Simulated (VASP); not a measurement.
# What spin-orbit coupling changes in LaAlGe, part 2 of 2

Aim: run bands, DOS and a relaxation of LaAlGe twice, without and with spin-orbit coupling. All runs use LDA. Left out of this account: at least 1 further run (fields: a reference on another mesh). The start is a cell from a database of measured crystal structures.

VASP 6.6.1, plane waves and PAW; the level of theory is named at each step.

Still holding for the runs below: The k-mesh is coarse for a metal.

So far. Step 3 (Band structure (LDA + SOC)): Of the bands kept, 4 cross the Fermi level on this path (spinor bands, one electron each). Step 5 (Density of states (LDA + SOC)): The DOS at the Fermi level goes from 0.0136 to 0.0219 states/eV/cell, a number that is sensitive to the mesh. The run took 7.6 times the core time, with 68 spinor bands against 44. Of the states within 0.3 eV of the Fermi level, the largest shares in the PAW spheres are La d 19 %, La f 10 % and Ge p 5 %.

**6. Full relaxation (LDA)**

This step: LDA; plane waves and PAW (La, Al, Ge_d) (VASP 6.6.1).

Last, the cell itself: ISIF = 3 frees volume, shape and positions, first without the coupling.

INCAR reads:

```
SYSTEM = LaAlGe
PREC = Accurate
ENCUT = 410
EDIFF = 1E-06
NELM = 100
ISMEAR = -1
SIGMA = 0.05
LREAL = .FALSE.
ALGO = Normal
GGA = CA
NBANDS = 34
LASPH = .TRUE.
LORBIT = 11
LWAVE = .FALSE.
LCHARG = .FALSE.
KPAR = 4
IBRION = 2
NSW = 60
ISIF = 3
EDIFFG = -0.01
```

POSCAR reads:

```
LaAlGe
1.0
    0.0000000000     -4.3360000000      0.0000000000
   -4.3360000000      0.0000000000      0.0000000000
    2.1680000000     -2.1680000000     -7.4140000000
La Al Ge
2 2 2
Direct
    0.0000000000      0.0000000000      0.0000000000
    0.7500000000      0.7500000000      0.5000000000
    0.5823000000      0.4177000000      0.8354000000
    0.3323000000      0.1677000000      0.3354000000
    0.4160000000      0.5840000000      0.1680000000
    0.1660000000      0.3340000000      0.6680000000
```

KPOINTS reads:

```
Automatic mesh
0
Gamma
6 6 6
0 0 0
```

The projector-augmented-wave data sets are La, Al and Ge_d (LDA family, release 64).

The run is started by

```
> mpirun -np 4 vasp_std
```

Wall time 2 min (4 MPI ranks of Intel Xeon 6975P-C (Granite Rapids), shared host); peak memory 1 GiB; 7.9 min of CPU time.

The electron count would fill whole bands, but the bands touch or overlap. That can be a semimetal, a small gap that the functional closes or, with several bands partly filled, an ordinary metal. The run keeps the 8 symmetry operations of its start, so it cannot find a distortion of lower symmetry.

The steps of the relaxation:

| step | energy less that of the first step (eV) | largest force (eV/Å) | pressure (GPa) | volume (Å³) |
| --- | --- | --- | --- | --- |
| 1 | 0.0000 | 0.0683 | -3.38 | 139.39 |
| 2 | -0.0358 | 0.1032 | 2.64 | 129.73 |
| 3 | -0.0664 | 0.0881 | 0.00 | 133.49 |
| 4 | -0.0673 | 0.0428 | 0.00 | 133.40 |
| 5 | -0.0674 | 0.0396 | 0.01 | 133.38 |
| 6 | -0.0676 | 0.0225 | 0.00 | 133.40 |
| 7 | -0.0677 | 0.0088 | -0.03 | 133.41 |

| conventional cell, symmetrised | before | after | change |
| --- | --- | --- | --- |
| a (Å) | 4.336 | 4.275 | -1.4 % |
| b (Å) | 4.336 | 4.275 | -1.4 % |
| c (Å) | 14.828 | 14.601 | -1.5 % |
| volume (Å³/atom) | 23.23 | 22.23 | -4.3 % |

The relaxed structure:

```
La Al Ge
1.0
     0.00000   -4.27472    0.00000
    -4.27472    0.00000    0.00000
     2.13736   -2.13736   -7.30069
La Al Ge
2 2 2
Direct
  0.99937 0.00063 0.00126
  0.74937 0.75063 0.50126
  0.58286 0.41714 0.83428
  0.33286 0.16714 0.33428
  0.41607 0.58393 0.16786
  0.16607 0.33393 0.66786
```

Numbers from this step:

| Property | Result |
| --- | --- |
| bands | 34 |
| irreducible k-points | 30 |
| free energy (TOTEN) | -34.43 eV |
| energy at zero smearing | -34.42 eV |
| Fermi energy | 8.024 eV |
| pressure | -0.02571 GPa |
| SCF cycles over all ionic steps | 55 |

It ends with a largest force of 0.009 eV/Å and a pressure of -0.03 GPa.

**7. Full relaxation (LDA + SOC)**

This step: LDA, spin-orbit coupling; plane waves and PAW (La, Al, Ge_d) (VASP 6.6.1).

The same relaxation with spinors and spin-orbit coupling.

Changes to INCAR since step 6:

```diff
@@ -10,4 +10,9 @@
 GGA = CA
-NBANDS = 34
+LNONCOLLINEAR = .TRUE.
+MAGMOM = 0 0 0 0 0 0 0 0 0 0 0 0 0 0 0 0 0 0
+NBANDS = 68
+GGA_COMPAT = .FALSE.
 LASPH = .TRUE.
+LSORBIT = .TRUE.
+LMAXMIX = 6
 LORBIT = 11
```

POSCAR is that of step 6.

KPOINTS is that of step 6.

The run is started by

```
> mpirun -np 4 vasp_ncl
```

Wall time 19 min (4 MPI ranks); peak memory 2.9 GiB.

Relaxation path:

| step | energy less that of the first step (eV) | largest force (eV/Å) | pressure (GPa) | volume (Å³) |
| --- | --- | --- | --- | --- |
| 1 | 0.0000 | 0.0686 | -3.42 | 139.39 |
| 2 | -0.0362 | 0.1029 | 2.70 | 129.63 |
| 3 | -0.0676 | 0.0881 | 0.02 | 133.43 |
| 4 | -0.0676 | 0.0876 | -0.18 | 133.55 |
| 5 | -0.0685 | 0.0454 | -0.04 | 133.44 |
| 6 | -0.0685 | 0.0421 | -0.05 | 133.42 |
| 7 | -0.0688 | 0.0225 | 0.04 | 133.28 |
| 8 | -0.0688 | 0.0126 | 0.09 | 133.21 |
| 9 | -0.0689 | 0.0026 | -0.04 | 133.39 |

| conventional cell, symmetrised | before | after | change |
| --- | --- | --- | --- |
| a (Å) | 4.336 | 4.274 | -1.4 % |
| b (Å) | 4.336 | 4.274 | -1.4 % |
| c (Å) | 14.828 | 14.604 | -1.5 % |
| volume (Å³/atom) | 23.23 | 22.23 | -4.3 % |

The atoms that moved most (Å, as changes of fractional coordinates times the final cell):

| atom | dx | dy | dz | length |
| --- | --- | --- | --- | --- |
| La2 | 0.000 | 0.000 | -0.010 | 0.010 |
| La1 | 0.000 | 0.000 | -0.010 | 0.010 |
| Al4 | 0.000 | 0.000 | 0.008 | 0.008 |
| Al3 | 0.000 | 0.000 | 0.008 | 0.008 |

Final coordinates:

```cif
data_structure
_symmetry_space_group_name_H-M 'P 1'
_symmetry_Int_Tables_number 1
_cell_length_a 4.2742
_cell_length_b 4.2742
_cell_length_c 7.9026
_cell_angle_alpha 105.690
_cell_angle_beta 74.310
_cell_angle_gamma 90.000
_cell_volume 133.39
loop_
_atom_site_label
_atom_site_type_symbol
_atom_site_fract_x
_atom_site_fract_y
_atom_site_fract_z
_atom_site_occupancy
La1 La 0.99930 0.00070 0.00140 1
La2 La 0.74930 0.75070 0.50140 1
Al3 Al 0.58285 0.41715 0.83429 1
Al4 Al 0.33285 0.16715 0.33429 1
Ge5 Ge 0.41614 0.58386 0.16771 1
Ge6 Ge 0.16614 0.33386 0.66771 1
```

This step gave:

- bands: 68
- irreducible k-points: 48
- free energy (TOTEN): -35.06 eV
- energy at zero smearing: -35.05 eV
- pressure: -0.03832 GPa
- SCF cycles over all ionic steps: 73

On-site spin-orbit energy by atom:

| atom | on-site spin-orbit energy (eV) |
| --- | --- |
| La1 | -0.615 |
| La2 | -0.615 |
| Al3 | 0.000 |
| Al4 | 0.000 |
| Ge5 | -0.021 |
| Ge6 | -0.021 |

The cell ends at 22.23 Å³/atom, under 0.05 % from the run without the coupling. The run took 9.3 times the core time, with 68 spinor bands against 34.

The cell shrank by 4.3 % in volume. From the first step to the last the energy fell by 0.069 eV, and the largest move was 0.010 Å (La2 and 1 other atom alike).

**8. Side by side**

| quantity | without | with spin-orbit coupling |
| --- | --- | --- |
| gap (eV) | none | none |
| core minutes, bands | 12 | 83 |
| DOS at the Fermi level (states/eV/cell) | 0.0136 | 0.0219 |
| core minutes, DOS | 2.2 | 17 |
| relaxed volume (Å³/atom) | 22.23 | 22.23 |
| core minutes, relaxation | 8.1 | 75 |

**9. Results**

```
gap (eV), without → with                                : none → none
DOS at the Fermi level (states/eV/cell), without → with : 0.0136 → 0.0219
relaxed volume (Å³/atom), without → with                : 22.23 → 22.23
```

In words: LaAlGe has no gap with or without spin-orbit coupling. The relaxed volume moves by under 0.05 %. The spinor runs cost 6.8 to 9.3 times as much, on a shared host. The k-sampling is coarse for a metal, so the Fermi level, pressures and the shape of the cell carry errors.

[Lines on the potential files, build, host, timing and source positions are cut from VASP's logs without a mark.]

[Logs are printed without paths, hosts, clocks, repeated set-up lines and the standing remarks that a program may print on its own settings, such as how far it seeks lower states.]

[Hosts, paths, dates, database ids (printed as entryN), source tags and the programs' standing remarks are cut or masked in the printed files.]

[A measured line is paired with the nearest computed mode of its activity, which favours agreement.]

[In band tables of VASP the shares of atoms and orbitals are scaled to a sum of 1 inside the atoms' spheres.]
